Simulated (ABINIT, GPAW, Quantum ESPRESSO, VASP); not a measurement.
## AlRu (Pm-3m, 2 atoms in the cell) computed with different codes at matched settings

Self-consistent single point.

```xyz
2
Lattice="2.9825 0.0000 0.0000 0.0000 2.9825 0.0000 0.0000 0.0000 2.9825" Properties=species:S:1:pos:R:3 pbc="T T T"
Al     0.0000     0.0000     0.0000
Ru     1.4912     1.4912     1.4912
```

All programs got the same cell, k-point mesh and kind of occupations (in Quantum ESPRESSO's words: occupations = smearing; smearing = gaussian; degauss = 0.0036749 Ry; K_POINTS = automatic 11 11 11 0 0 0); potentials, basis and cutoffs are each program's usual ones.

```json
[
 {"code": "Quantum ESPRESSO", "model": "PBE, SSSP 1.1.2 efficiency (PBE) pseudopotentials", "pressure (GPa)": "4.27", "cutoff": "60 Ry"},
 {"code": "VASP", "model": "PBE, VASP's PBE PAW potentials (set 64)", "pressure (GPa)": "4.20", "cutoff": "300 eV"},
 {"code": "ABINIT", "model": "PBE, PAW (JTH v2.0 PBE PAW)", "pressure (GPa)": "4.71", "cutoff": "571 eV"},
 {"code": "GPAW", "model": "PBE, GPAW PAW datasets PBE (gpaw-data 1.0.1)", "pressure (GPa)": "5.28", "cutoff": "600 eV"}
]
```

The spread over the programs that give each value: pressure within 1.08 GPa.

The starting cell comes from a database of computed structures (which also holds hypothetical and non-ambient phases and stackings), without a prior relaxation at this level. On Quantum ESPRESSO's run: Spin polarisation is off. In the base run, with a pressure of about 4 GPa the cell is away from its equilibrium volume at this level.

**Question.** Why do the programs differ, and what cannot be compared?

**Answer.** Differences of this kind can come from the potentials, where these differ, and from what each basis and cutoff leave unconverged. The valence holds different numbers of electrons (Quantum ESPRESSO 19, VASP 17, ABINIT 19, GPAW 19). The zero of total energies and Fermi levels follows the potentials and each program's conventions, so they are not compared here.

VASP's run is marked for a possible Pulay error in its stress at this cutoff; no cutoff test was made.

Left out of this page: Ansatz, CP2K, Elk, FLEUR and SIESTA (not drawn, or without a comparable value).
